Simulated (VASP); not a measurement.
# Ti2BN (P-3m1) in VASP: notebook

One crystal, Ti2BN, is run at these levels: PBE; tasks: relaxation of cell and atoms.

Everything below comes from runs of VASP 6.6.1. Logs are shortened: lines on timing, memory, paths and dates and some standing lists are left out, and cuts for length are marked.

**1. The structure**

The structure is trigonal, space group P-3m1 (No. 164). Conventional cell: a = 4.431 Å, b = 4.431 Å, c = 2.855 Å, α = 90.00°, β = 90.00°, γ = 120.00°. Ti (site symmetry 3m) is surrounded by 3 B at 2.56 Å and 5 Ti at 2.56 to 2.85 Å and 3 N at 2.92 Å. B (site symmetry -3m) is surrounded by 2 N at 1.43 Å. N (site symmetry -3m) is surrounded by 2 B at 1.43 Å.

The cell was built by a generator and needn't be a form met in nature.

**2. Relaxation of cell and atoms, PBE**

Input file INCAR:

```
PREC = Normal ; ENCUT = 520
EDIFF = 1E-4 ; ISMEAR = 0
SIGMA = 0.15 ; LREAL = F
LASPH = T ; NELM = 60
ALGO = Fast ; ISIF = 3
LWAVE = F ; LCHARG = F
GGA = PE ; IBRION = 2
NSW = 24 ; EDIFFG = -0.08
```

Input file KPOINTS:

```
Automatic mesh
0
Gamma
  4 4 5
```

Input file POSCAR:

```
Ti2BN
1.0
    4.4311951900      0.0000000000      0.0000000000
   -2.2155976000      3.8375276100      0.0000000000
    0.0000000000      0.0000000000      2.8547959500
Ti B N
2 1 1
Direct
    0.3333333300      0.6666666700      0.0091903500
    0.6666666700      0.3333333300      0.9908096500
    0.0000000000      0.0000000000      0.0000000000
    0.0000000000      0.0000000000      0.5000000000
```

Potentials or basis: VASP PAW PBE potentials, release 64 (Ti_sv, B, N).

Command:

```bash
> cat potpaw_PBE.64/Ti_sv/POTCAR potpaw_PBE.64/B/POTCAR potpaw_PBE.64/N/POTCAR > POTCAR
> mpirun -np 1 vasp_std > vasp.out
```

OUTCAR:

```text
PREC = Normal
   ENCUT = 520
   EDIFF = 1E-4
   ISMEAR = 0
   LREAL = F
   LASPH = T
   NELM = 60
   ISIF = 3
   GGA = PE
   IBRION = 2
   NSW = 24
   EDIFFG = -0.08

 ion  position               nearest neighbor table
   1  0.333  0.667  0.009-   2 2.56   2 2.56   2 2.56
   2  0.667  0.333  0.991-   1 2.56   1 2.56   1 2.56
   3  0.000  0.000  0.000-   4 1.43   4 1.43
   4  0.000  0.000  0.500-   3 1.43   3 1.43

  LATTYP: Found a hexagonal cell.
 ALAT       =     4.4311951900
 C/A-ratio  =     0.6442496499

  Lattice vectors:

 A1 = (   4.4311951900,   0.0000000000,   0.0000000000)
 A2 = (  -2.2155976000,   3.8375276100,   0.0000000000)
 A3 = (   0.0000000000,   0.0000000000,   2.8547959500)

Analysis of symmetry for initial positions (statically):
=====================================================================
 Subroutine PRICEL returns:
 Original cell was already a primitive cell.

 Routine SETGRP: Setting up the symmetry group for a
 hexagonal supercell.

 Subroutine GETGRP returns: Found 12 space group operations
 (whereof 12 operations were pure point group operations)
 out of a pool of 24 trial point group operations.

The static configuration has the point symmetry D_3d.

Analysis of symmetry for dynamics (positions and initial velocities):
=====================================================================
 Subroutine PRICEL returns:
 Original cell was already a primitive cell.

 Routine SETGRP: Setting up the symmetry group for a
 hexagonal supercell.

 Subroutine GETGRP returns: Found 12 space group operations
 (whereof 12 operations were pure point group operations)
 out of a pool of 24 trial point group operations.

The dynamic configuration has the point symmetry D_3d.

 Subroutine INISYM returns: Found 12 space group operations
 (whereof 12 operations are pure point group operations),
 and found     1 'primitive' translations

----------------------------------------------------------------------------------------

                                     Primitive cell

  volume of cell :      48.5453

  direct lattice vectors                    reciprocal lattice vectors
     4.431195190  0.000000000  0.000000000     0.225672749  0.130292222  0.000000000
    -2.215597600  3.837527610  0.000000000     0.000000000  0.260584444  0.000000000
     0.000000000  0.000000000  2.854795950     0.000000000  0.000000000  0.350287732

  length of vectors
     4.431195190  4.431195198  2.854795950     0.260584445  0.260584444  0.350287732

  position of ions in fractional coordinates (direct lattice)
     0.333333330  0.666666670  0.009190350
     0.666666670  0.333333330  0.990809650
     0.000000000  0.000000000  0.000000000
     0.000000000  0.000000000  0.500000000

  ion indices of the primitive-cell ions
   primitive index   ion index
                 1           1
                 2           2
                 3           3
                 4           4

----------------------------------------------------------------------------------------

 KPOINTS: Automatic mesh

Automatic generation of k-mesh.
 Grid dimensions read from file:
 generate k-points for:    4    4    5

 Generating k-lattice:

  Cartesian coordinates                     Fractional coordinates (reciprocal lattice)
     0.056418187  0.032573056  0.000000000     0.250000000  0.000000000  0.000000000
     0.000000000  0.065146111  0.000000000     0.000000000  0.250000000  0.000000000
     0.000000000  0.000000000  0.070057546     0.000000000  0.000000000  0.200000000

  Length of vectors
     0.065146111  0.065146111  0.070057546

  Shift w.r.t. Gamma in fractional coordinates (k-lattice)
     0.000000000  0.000000000  0.000000000

 Subroutine IBZKPT returns following result:
 ===========================================

 Found     14 irreducible k-points:

 Following reciprocal coordinates:
            Coordinates               Weight
  0.000000  0.000000  0.000000      1.000000
  0.250000  0.000000  0.000000      6.000000
  0.500000  0.000000  0.000000      3.000000
  0.250000  0.250000  0.000000      6.000000
  0.000000  0.000000  0.200000      2.000000
  0.250000  0.000000  0.200000      6.000000
  0.000000  0.250000  0.200000      6.000000
  0.500000  0.000000  0.200000      6.000000
  0.250000  0.250000  0.200000     12.000000
  0.000000  0.000000  0.400000      2.000000
  0.250000  0.000000  0.400000      6.000000
  0.000000  0.250000  0.400000      6.000000
  0.500000  0.000000  0.400000      6.000000
  0.250000  0.250000  0.400000     12.000000
   k-points           NKPTS =     14   k-points in BZ     NKDIM =     14   number of bands    NBANDS=     20
   number of dos      NEDOS =    301   number of ions     NIONS =      4
   total plane-waves  NPLWV =  12544
   dimension x,y,z NGX =    28 NGY =   28 NGZ =   16
   dimension x,y,z NGXF=    56 NGYF=   56 NGZF=   32
   ions per type =               2   1   1
   NGX,Y,Z   is equivalent  to a cutoff of  10.50, 10.50,  9.32 a.u.
   NGXF,Y,Z  is equivalent  to a cutoff of  21.01, 21.01, 18.63 a.u.
 SYSTEM =  unknown system
   PREC   = normal    normal or accurate (medium, high low for compatibility)
   ISTART =      0    job   : 0-new  1-cont  2-samecut
   ICHARG =      2    charge: 1-file 2-atom 10-const
   ISPIN  =      1    spin polarized calculation?
   LNONCOLLINEAR =      F non collinear calculations
   LSORBIT =      F    spin-orbit coupling
   LASPH  =      T    aspherical Exc in radial PAW
   ENCUT  =  520.0 eV  38.22 Ry    6.18 a.u.   8.24  8.24  5.31*2*pi/ulx,y,z
   NELM   =     60;   NELMIN=  2; NELMDL= -5     # of ELM steps
   EDIFF  = 0.1E-03   stopping-criterion for ELM
   LREAL  =      F    real-space projection
   EDIFFG = -.8E-01   stopping-criterion for IOM
   NSW    =     24    number of steps for IOM
   IBRION =      2    ionic relax: 0-MD 1-quasi-New 2-CG
   NFREE  =      1    steps in history (QN), initial steepest desc. (CG)
   ISIF   =      3    stress and relaxation
   ISYM   =      2    0-nonsym 1-usesym 2-fastsym
   POTIM  = 0.5000    time-step for ionic-motion
   TEBEG  =    0.0;   TEEND  =   0.0 temperature during run
   PSTRESS=    0.0 pullay stress
   NELECT =      32.0000    total number of electrons
   NUPDOWN=      -1.0000    fix difference up-down
   EMIN   =  10.00;   EMAX   =-10.00  energy-range for DOS
   EFERMI =   0.00;   METHOD = LEGACY
   ISMEAR =     0;   SIGMA  =   0.15  broadening in eV -4-tet -1-fermi 0-gaus
   EFERMI_NEDOS =   21; number of points for ismear=-14 and -15
   IALGO  =     68    algorithm
   IMIX   =      4    mixing-type and parameters
     AMIX     =   0.40;   BMIX     =  1.00
     AMIX_MAG =   1.60;   BMIX_MAG =  1.00
  volume/ion in A,a.u.               =      12.14        81.90
  Fermi-wavevector in a.u.,A,eV,Ry     =   1.424762  2.692410 27.619104  2.029947
  Thomas-Fermi vector in A             =   2.545218
   LORBIT       =      0    0 simple, 1 ext, 2 COOP (PROOUT), +10 PAW based schemes
   GGA     = PE    functional components
   LHFCALC =     F    Hartree Fock is set to
   AEXX    =    0.0000 exact exchange contribution
   IVDW    =     0    specifies the selected vdW correction
   LEPSILON=     F    determine dielectric tensor
   LRPA    =     F    only Hartree local field effects (RPA)
 conjugate gradient relaxation of ions
 non-spin polarized calculation
 RMM-DIIS sequential band-by-band and
 Gauss-broadening in eV      SIGMA  =   0.15
  energy-cutoff  :      520.00
  volume of cell :       48.55
 maximum number of plane-waves:      1337
   NGX = 17   NGY = 17   NGZ = 11

--------------------------------------- Ionic step        1  -------------------------------------------

 number of electron      31.9999998 magnetization

 Free energy of the ion-electron system (eV)
  ---------------------------------------------------
  ext. energy  EPLUGINS =         0.00000000
  ---------------------------------------------------
  free energy    TOTEN  =       -27.97967863 eV

  energy without entropy =      -27.93219165  energy(sigma->0) =      -27.95593514

------------------------ aborting loop because EDIFF is reached ----------------------------------------

  FORCE on cell =-STRESS in cart. coord.  units (eV):
  Direction    XX          YY          ZZ          XY          YZ          ZX
  --------------------------------------------------------------------------------------
  -------------------------------------------------------------------------------------
  Total        1.0787715      1.0787715     -1.9288530     -0.0000000      0.0000000     -0.0000000
  in kB       35.6034919     35.6034920    -63.6593556     -0.0000000      0.0000000     -0.0000000
  external PRESSURE =       2.5158761 kB  Pullay stress =       0.0000000 kB

 VOLUME and BASIS-vectors are now :
 -----------------------------------------------------------------------------
  energy-cutoff  :      520.00
  volume of cell :       48.55
      direct lattice vectors                 reciprocal lattice vectors
     4.431195190  0.000000000  0.000000000     0.225672749  0.130292222  0.000000000
    -2.215597600  3.837527610  0.000000000     0.000000000  0.260584444  0.000000000
     0.000000000  0.000000000  2.854795950     0.000000000  0.000000000  0.350287732
[... 77 lines left out ...]
 POSITION                                       TOTAL-FORCE (eV/Angst)
 -----------------------------------------------------------------------------------
     -0.00000      2.59698      0.02722         0.000000     -0.000000      0.011851
      2.24905      1.29849      2.75051        -0.000000      0.000000     -0.011851
      0.00000     -0.00000     -0.00000         0.000000      0.000000      0.000000
      0.00000     -0.00000      1.38887         0.000000      0.000000      0.000000
 -----------------------------------------------------------------------------------
    total drift:                                0.000000      0.000000     -0.000000

  FREE ENERGIE OF THE ION-ELECTRON SYSTEM (eV)
  ---------------------------------------------------
  free  energy   TOTEN  =       -28.0266184654 eV

  energy  without entropy=      -27.9813299472  energy(sigma->0) =      -28.00397421

--------------------------------------- Ionic step        4  -------------------------------------------

 number of electron      32.0000022 magnetization

 Free energy of the ion-electron system (eV)
  ---------------------------------------------------
  ext. energy  EPLUGINS =         0.00000000
  ---------------------------------------------------
  free energy    TOTEN  =       -28.04314285 eV

  energy without entropy =      -27.99457990  energy(sigma->0) =      -28.01886137

 E-fermi :   7.7646     XC(G=0): -11.4341

 val. band max:        7.7599182333   @ k =   0.2500   0.0000   0.0000
 cond. band min:       7.8091868490   @ k =   0.2500   0.2500   0.4000
 fundamental gap:      0.0492686157
 Fermi energy:         7.7646220314

 k-point     1 :       0.0000    0.0000    0.0000
  band No.  band energies     occupation
      1     -48.7965      2.00000
      2     -48.6113      2.00000
      3     -25.3030      2.00000
      4     -25.3030      2.00000
      5     -24.7611      2.00000
      6     -24.7492      2.00000
[... 12 lines left out ...]
     19       9.6436      0.00000
     20       9.8778      0.00000
[... 319 lines left out ...]
 POSITION                                       TOTAL-FORCE (eV/Angst)
 -----------------------------------------------------------------------------------
     -0.00000      2.63840      0.02842        -0.000000     -0.000000      0.035048
      2.28492      1.31920      2.75609         0.000000      0.000000     -0.035048
      0.00000     -0.00000      0.00000        -0.000000      0.000000      0.000000
     -0.00000     -0.00000      1.39226        -0.000000      0.000000      0.000000
 -----------------------------------------------------------------------------------
    total drift:                                0.000000      0.000000      0.000000

  FREE ENERGIE OF THE ION-ELECTRON SYSTEM (eV)
  ---------------------------------------------------
  free  energy   TOTEN  =       -28.0431428496 eV

  energy  without entropy=      -27.9945798959  energy(sigma->0) =      -28.01886137

 reached required accuracy - stopping structural energy minimisation
```

It took 36 s on 1 thread of Intel Xeon Platinum 8559C (Emerald Rapids), shared host; peak memory 0.14 GiB.

Results:

```yaml
Free_energy: -28.0431 eV
Relaxed_volume: 12.59 Å³/atom
Relaxed_cell: a = 4.570 Å, b = 4.570 Å, c = 2.785 Å, α = 90.00°, β = 90.00°, γ = 120.00°
Space_group_after_relaxing_to_0.05_Å: P-3m1 (No. 164)
Energy_gained_by_relaxing: 15.9 meV/atom
Ionic_steps: 4
Pressure_after_relaxing: 0.0 GPa
Largest_force_after_relaxing: 0.035 eV/Å
Band_gap_on_the_k_mesh: none (metal or under the smearing width)
```

Forces on the atoms (eV/Å):
```
Ti   0.000  0.000  0.035
Ti   0.000  0.000 -0.035
B    0.000  0.000  0.000
N    0.000  0.000  0.000
```

The path:
```csv
step,energy change (eV),largest force (eV/Å),pressure (GPa),volume (Å³)
1,0.0000,0.0310,0.25,48.55
2,-0.0456,0.0117,2.70,48.66
3,-0.0469,0.0119,2.94,48.67
4,-0.0635,0.0350,0.05,50.36
```

Final structure:
```yaml
crystal:
  lattice:
    - [4.56984, 0.00000, 0.00000]
    - [-2.28492, 3.95760, 0.00000]
    - [0.00000, 0.00000, 2.78451]
  atoms:
    - { symbol: Ti, position: [0.33333, 0.66667, 0.01021] }
    - { symbol: Ti, position: [0.66667, 0.33333, 0.98979] }
    - { symbol: B, position: [0.00000, 0.00000, 0.00000] }
    - { symbol: N, position: [0.00000, 0.00000, 0.50000] }
```

Caveat: the k mesh is coarse (spacing up to 0.44 Å⁻¹), so the values aren't converged; the relaxation stopped at a loose force limit of 0.08 eV/Å, so its end isn't a converged minimum.

**3. Relaxation of cell and atoms, PBE**

This run uses another cell than the first one, of 11.61 Å³/atom, 0.956 times its volume.

INCAR is that of step 2.

Input file KPOINTS:

```
Automatic mesh
0
Gamma
  5 5 4
```

Input file POSCAR:

```
Ti2BN
1.0
    3.6859607900      0.0000000000      0.0000000000
   -1.8429803900      3.1921356800      0.0000000000
    0.0000000000      0.0000000000      3.9459009800
Ti B N
2 1 1
Direct
    0.3333333300      0.6666666700      0.5000000000
    0.6666666700      0.3333333300      0.5000000000
    0.0000000000      0.0000000000      0.0000000000
    0.0000000000      0.0000000000      0.5000000000
```

Potentials or basis: VASP PAW PBE potentials, release 64 (Ti_sv, B, N).

Command:

```bash
> cat potpaw_PBE.64/Ti_sv/POTCAR potpaw_PBE.64/B/POTCAR potpaw_PBE.64/N/POTCAR > POTCAR
> mpirun -np 1 vasp_std > vasp.out
```

Wall time 76 s (1 thread of Intel Xeon Platinum 8559C (Emerald Rapids), shared host); peak memory 0.15 GiB.

Results (log left out):

- Free energy: -29.3966 eV
- Relaxed volume: 11.24 Å³/atom
- Relaxed cell: a = 4.280 Å, b = 4.280 Å, c = 2.835 Å, α = 90.00°, β = 90.00°, γ = 120.00°
- Space group after relaxing (to 0.05 Å): P6/mmm (No. 191)
- Energy gained by relaxing: 987.5 meV/atom
- Ionic steps: 10
- Pressure after relaxing: -0.2 GPa
- Band gap on the k mesh: none (metal or under the smearing width)

Stress tensor (GPa, compression positive):
```
 0.08  0.00  0.00
 0.00  0.08  0.00
 0.00  0.00 -0.87
```

Step by step:
```csv
step,energy change (eV),largest force (eV/Å),pressure (GPa),volume (Å³)
1,0.0000,0.0000,16.95,46.43
2,-1.7033,0.0000,-19.21,54.27
3,-1.7512,0.0000,-21.35,54.97
4,-3.8761,0.0000,-8.02,47.56
5,-3.9119,0.0000,-4.16,47.01
6,-3.9153,0.0000,-3.33,46.83
7,-3.9441,0.0000,-2.01,45.68
8,-3.9482,0.0000,-0.12,44.60
9,-3.9498,0.0000,-0.44,44.89
10,-3.9498,0.0000,-0.24,44.97
```

Final structure:
```
Ti B N
1.0
     4.27974    0.00000    0.00000
    -2.13987    3.70636    0.00000
     0.00000    0.00000    2.83511
Ti B N
2 1 1
Direct
  0.33333 0.66667 0.50000
  0.66667 0.33333 0.50000
  0.00000 0.00000 0.00000
  0.00000 0.00000 0.50000
```

Levels at points of the mesh, in eV from the Fermi level:
```tsv
k point	band 12	band 13	band 14	band 15	band 16	band 17	band 18	band 19	band 20
(0.00, 0.00, 0.00)	-7.95	-4.07	-0.37	0.18	0.18	0.25	1.44	1.44	3.10
(0.00, 0.00, 0.50)	-5.78	-1.81	-1.81	-1.60	-1.60	-0.03	0.60	0.96	0.96
```

Caveat: the k mesh is coarse (spacing up to 0.40 Å⁻¹), so the values aren't converged; the relaxation stopped at a loose force limit of 0.08 eV/Å, so its end isn't a converged minimum.
